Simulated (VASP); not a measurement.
Data:

```xyz
3
Lattice="0.0251 2.5105 2.5105 2.5356 0.0000 2.5356 2.5105 2.5105 0.0251" Properties=species:S:1:pos:R:3 pbc="T T T"
Hf     2.5356     5.0209     2.5356
O      1.2678     1.2474     1.2678
O      3.8034     3.7735     3.8034
```

Computed with PBEsol GGA, VASP's PBE PAW potentials (set 64) (plane waves; VASP). Settings: 600 eV cut-off, 8×8×8 Γ-centred mesh, Gaussian smearing of 0.050 eV, potentials Hf_pv O.

Problem. Give the stress tensor in GPa (positive for a compressed cell).

Solution. 
```
-0.28   0.00  -1.47
 0.00  -0.29   0.00
-1.47   0.00  -0.28
```
The pressure is its mean diagonal, -0.29 GPa.

The compound is HfO2 in the fluorite structure, the high-temperature cubic form, which is unstable at 0 K; the monoclinic form is the stable one. This cell was strained or had an atom moved on purpose. Symmetry was kept, so distortions that lower it aren't found.
